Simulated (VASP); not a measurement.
A run of VASP 6.6.1 is set up as follows.

INCAR

```
  ALGO = Normal
  EDIFF = 1E-6
  ENCUT = 520
  GGA = PE
  ISIF = 2
  ISMEAR = 0
  LASPH = T
  LCHARG = F
  LREAL = F
  LWAVE = F
  NBANDS = 27
  NELM = 100
  PREC = Accurate
  SIGMA = 0.1
```

File KPOINTS:

```
k-points
0
Gamma
  6 6 6
```

The input POSCAR:

```
Na2ZrS2
1.0
   -2.1473034400      2.1473034400      6.1704122400
    2.1473034400     -2.1473034400      6.1704122400
    2.1473034400      2.1473034400     -6.1704122400
Na Zr S
2 1 2
Direct
    0.3190000100      0.3190000100      0.0000000000
    0.6809999900      0.6809999900      0.0000000000
    0.0000000000      0.0000000000      0.0000000000
    0.7500000000      0.2500000000      0.5000000000
    0.2500000000      0.7500000000      0.5000000000
```

Potentials or basis: VASP PAW PBE potentials, release 64 (Na_pv, Zr_sv, S).

Command:

```console
$ cat potpaw_PBE.64/Na_pv/POTCAR potpaw_PBE.64/Zr_sv/POTCAR potpaw_PBE.64/S/POTCAR > POTCAR
$ mpirun -np 1 vasp_std > vasp.out
```

(1) Predict the largest force.

(2) Estimate the band gap on the k mesh.

(3) Predict the pressure.

Results:

(1) 2.809 eV/Å.

(2) none (metal or under the smearing width).

(3) 11.5 GPa.

Caveat: forces of over 1 eV/Å show positions far from the minimum, so gaps and moduli don't describe the material at rest.
